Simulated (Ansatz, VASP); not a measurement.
# Cross-check of Bi (Bismuth) between VASP and Ansatz, part 2 of 2

One calculation is typed for both programs; each brings its own data sets. How far apart do they land? Of the first pair: The structure shown is the start of the Ansatz relaxation below; VASP solves that cell, so the two are compared at the walk's first step.

VASP 6.6.1 and Ansatz 0.2.0.

So far. Step 3 (VASP: single point, PBEsol, start cell, pair 1): The run ends at a pressure of -1.05 GPa, with forces up to 0.072 eV/Å. Step 6 (VASP: single point, PBEsol, relaxed cell, pair 2): The run ends at a pressure of -0.77 GPa, with forces up to 0.0028 eV/Å.

### 7. Differences

What differs besides the data sets and the points named for the pairs above, as far as they apply: the cutoff is 420 eV in Ansatz and 500 eV in VASP; Ansatz's pressure holds a Pulay correction, VASP's none. Total energies have different zeros and are not compared.

Compared:

```csv
quantity,Ansatz,VASP,difference
pressure (GPa),-0.70,-0.77,+0.07
```

At this near-relaxed geometry the largest component of a force difference is 3 meV/Å.

### 8. VASP: zone-centre phonons, PBEsol

Second derivatives magnify differences that forces hide, and they need a tight electronic threshold. The cell compared in this pair holds 62.00 Å³, against 70.27 Å³ for the pair before.

INCAR reads:

```
SYSTEM = Bi
PREC = Accurate
ENCUT = 500
EDIFF = 1E-08
NELM = 120
ISMEAR = 1
SIGMA = 0.2
LREAL = .FALSE.
ALGO = Normal
GGA = PS
NBANDS = 21
LORBIT = 11
LWAVE = .FALSE.
LCHARG = .FALSE.
ISIF = 2
IBRION = 8
LASPH = .TRUE.
GGA_COMPAT = .FALSE.
KPAR = 2
```

POSCAR reads:

```
Bi
1.0
    2.2077186109      1.2746269343      3.6720195853
   -2.2077186109      1.2746269343      3.6720195853
    0.0000000000     -2.5492538686      3.6720195853
Bi
2
Direct
    0.2416364331      0.2416364331      0.2416364331
    0.7583635669      0.7583635669      0.7583635669
```

KPOINTS reads:

```
Automatic mesh
0
Gamma
12 12 12
0 0 0
```

Potentials, in the order of the species: Bi_d (PBE family, release 64).

Launch:

```console
> mpirun -np 2 vasp_std
```

Numbers of over 12 decimals in the logs are rounded to 6 here.

The log of the run:

```text
[... set-up lines as in an earlier step ...]
 entering main loop
       N       E                     dE             d eps       ncg     rms          rms(c)
DAV:   1     0.302950993212E+03    0.30295E+03   -0.16121E+04  7956   0.175E+03
DAV:   2     0.165009216159E+02   -0.28645E+03   -0.28023E+03  8018   0.449E+02
DAV:   3    -0.764440153405E+01   -0.24145E+02   -0.23779E+02  9437   0.146E+02
DAV:   4    -0.847877654255E+01   -0.83438E+00   -0.83358E+00  9408   0.294E+01
[...]
DAV:  12    -0.849890464543E+01    0.19073E-07   -0.32889E-08  7578   0.233E-03    0.170E-04
DAV:  13    -0.849890469530E+01   -0.49870E-07   -0.47357E-09  5069   0.817E-04    0.386E-05
DAV:  14    -0.849890469712E+01   -0.18208E-08   -0.97166E-10  4849   0.378E-04
   1 F= -.84989047E+01 E0= -.84994966E+01  d E =0.177560E-02
 Linear response reoptimize wavefunctions to high precision
DAV:   1    -0.849890470125E+01   -0.41282E-08   -0.55152E-10  5049   0.314E-04
DAV:   2    -0.849890470129E+01   -0.39108E-10   -0.17914E-10  4709   0.138E-04
 Linear response DOF=           2
 Linear response progress:
[...]
RMM:  11    -0.336864714730E+00    0.40931E-06    0.17121E-07 70098   0.243E-04    0.139E-05
RMM:  12    -0.336864316759E+00    0.39797E-06    0.68598E-08 70415   0.148E-04    0.241E-06
RMM:  13    -0.336864321898E+00   -0.51396E-08    0.51299E-08 73260   0.958E-05    0.218E-06
 first order change of Fermi-energy   0.11628E-04
 force on displaced ion       1 direction 1 :  -1.006   0.000   0.000
 Linear response progress:
  Degree of freedom:   2/  2
       N       E                     dE             d eps       ncg     rms          rms(c)
RMM:   1    -0.328003158299E+00   -0.32800E+00    0.27702E-01 10484   0.856E+00
RMM:   2    -0.336667035319E+00   -0.86639E-02   -0.20977E-02 13608   0.121E+00    0.469E-02
RMM:   3    -0.336862311353E+00   -0.19528E-03   -0.16905E-03 14503   0.340E-01    0.263E-02
RMM:   4    -0.336731082082E+00    0.13123E-03   -0.15361E-04 14868   0.109E-01    0.571E-03
[...]
RMM:  12    -0.336744081553E+00    0.47691E-07    0.96672E-09 15556   0.122E-04    0.201E-06
RMM:  13    -0.336744064156E+00    0.17397E-07    0.42577E-09 14530   0.849E-05    0.104E-06
RMM:  14    -0.336744056283E+00    0.78735E-08   -0.19896E-09 16167   0.680E-05    0.534E-07
 first order change of Fermi-energy  -0.79188E-01
 force on displaced ion       1 direction 3 :   0.000   0.000  -3.158
 Linear response finished
```

OUTCAR, selected parts (step 8):

```text
  Total        2.1316883      2.1316883      2.1321540      0.0000000     -0.0000000      0.0000000
  in kB       55.0872682     55.0872682     55.0993024      0.0000000     -0.0000000      0.0000000
  external PRESSURE =      55.0912796 kB  Pullay stress =       0.0000000 kB

 POSITION                                       TOTAL-FORCE (eV/Angst)
 -----------------------------------------------------------------------------------
      0.00000      0.00000      2.66188         0.000000      0.000000      0.002642
      0.00000      0.00000      8.35418         0.000000     -0.000000     -0.002642
 -----------------------------------------------------------------------------------
    total drift:                               -0.000000      0.000000     -0.000000

[... 1 part as in an earlier step ...]

[... 1 further part left out ...]
```

### 9. Ansatz: zone-centre phonons, PBEsol

The same cell, functional, mesh and smearing now go to Ansatz, which takes its cutoff from its data sets.

The cell is taken from a series of runs on this material, whose earlier steps may have relaxed, scaled, displaced or heated it; both programs get it as it stands.

input.yaml reads:

```yaml
crystal:
  lattice:
    - [2.2077186109, 1.2746269343, 3.6720195853]
    - [-2.2077186109, 1.2746269343, 3.6720195853]
    - [0.0, -2.5492538686, 3.6720195853]
  atoms:
    - { symbol: Bi, position: [0.2416364331, 0.2416364331, 0.2416364331] }
    - { symbol: Bi, position: [0.7583635669, 0.7583635669, 0.7583635669] }
kpoints:
  mp_grid: { grid: [12, 12, 12] }
hamiltonian:
  xc: pbesol
  pseudopotentials: { kind: paw, azcp: { folder: soft_1 }, xc_functional: pbe }
scf:
  occupations: { method: methfessel_paxton, width: 0.2 }
output:
  eigenvalues: true
phonons:
  method: dfpt
```

Launch:

```console
> ansatz run input.yaml --threads 4 --pin off --max-ram 10240MiB --backend cpu --events-out ev --progress --plain --runs-dir out
```

The log of the run:

```text
[...]
Crystal: 2 atoms, lattice volume = 61.999 Å³
Basis set: ecut = 420 eV, 1243 PW (Γ), exchange–correlation on 60×60×60 points (8 copies of the dense FFT grid, shifted against one another)
Bands: 19, of which v1, the nominal top of the filled ones, is band 15 counted from 1 (14 counted from 0)
Symmetry: 12 space group operations
k-points: 476 of 1728 (irreducible under 2 space group operations, time reversal used)
[...]
k mesh reduced under 2 symmetry operations, with k and −k counted as one. Each operation leaves every solved perturbation unchanged. A smaller set is not used because it would not reduce the number of displacements times k-points to solve
  ASR residual: 3.749e-5 → 0.000e0 eV/Å²; symmetrization residual: 1.910e-5 eV/Å²
  ASR residual per site (eV/Å²): 3.75e-5 3.75e-5
  Γ frequencies (cm⁻¹): 0.00 0.00 0.00 50.72 50.72 90.27
  non-analytic LO–TO correction: not included (Born effective charges unavailable; polar crystals: no LO–TO splitting at Γ)
[key lines of the parts left out:]
SCF converged after 9 iterations
Free energy (F): -24488.825038 eV
Fermi energy:    11.598957 eV
```

### 10. Differences

Both answers:

```csv
quantity,Ansatz,VASP,difference
optical mode 1 to 2 (cm⁻¹),50.7,51.2,-0.89 %
optical mode 3 (cm⁻¹),90.3,90.6,-0.42 %
```

Modes are paired by rising frequency, not by their patterns, so a pair may set unlike modes beside each other; they are those without the splitting of longitudinal modes.

### 11. Outcome

```json
{
 "r.m.s. force difference (single point, PBEsol, start cell, pair 1)": "1.6 meV/Å",
 "difference in pressure (single point, PBEsol, relaxed cell, pair 2)": "0.065 GPa",
 "r.m.s. difference of the optical zone-centre modes, each program's sorted by frequency (zone-centre phonons, PBEsol)": "0.43 cm⁻¹",
 "difference in optical mode 1 to 2 (zone-centre phonons, PBEsol)": "-0.9 %"
}
```

In words: The r.m.s. force difference is 1.6 meV/Å (single point, PBEsol, start cell, pair 1), within the 12 meV/Å picked in this series as the mark of a large difference. Among the rows given in per cent, the largest difference of the zone-centre phonons, PBEsol pair is in optical mode 1 to 2, -0.9 %. How closely two codes agree says nothing of how well the functional describes the real material.

[Lines on the potential files, build, host, timing and source positions are cut from VASP's logs without a mark.]

[Logs are printed without paths, hosts, clocks, repeated set-up lines and the standing remarks that a program may print on its own settings, such as how far it seeks lower states.]

[Hosts, paths, dates, database ids (printed as entryN), source tags and the programs' standing remarks are cut or masked in the printed files.]
